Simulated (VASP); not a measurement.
Runs of VASP 6.6.1 on LiH2. It takes space group I4/mmm (No. 139, tetragonal). The conventional cell has a = 3.552 Å, b = 3.552 Å, c = 3.147 Å, α = 90.00°, β = 90.00°, γ = 90.00°. Around Li (site symmetry 4/mmm) lie 8 H at 1.94 Å. H (site symmetry -4m2) is surrounded by 2 H at 1.57 Å. The cell was built by a generator and needn't be a form met in nature.

```tsv
task	level	cell	cutoff (eV)	smearing	gap on the mesh (eV)	pressure (GPa)	relaxed volume (Å³/atom)
relaxation of cell and atoms	PBE	relaxed	600	gaussian 0.05 eV	none	0.0	6.60
single point	PBE	as given	520	fermi-dirac 0.05 eV	none	-	-
single point	PW91+D4	as given	520	gaussian 0.01 eV	none	-	-
relaxation of cell and atoms	PBEsol	relaxed	600	gaussian 0.05 eV	none	0.0	(a)
```

Alike in all rows: potentials or basis VASP PAW PBE potentials, release 64 (Li_sv, H); no spin polarisation; k mesh 11 × 11 × 11.

Task: Fill in the values left out.

Result: (a) 6.44.

Caveats: the cutoff is under 1.25 times the usual one of these potentials, so pressure, stress and relaxed cells hold a basis-set (Pulay) error; the PAW data sets were made with another functional, which shifts forces and pressure a little (some runs); pairwise dispersion overbinds metals, which lowers pressure and volume (some runs).

A k mesh can miss the band edges.

A gap of «none» marks a metal or a gap under the smearing width.

Not every run made on this cell is shown here.
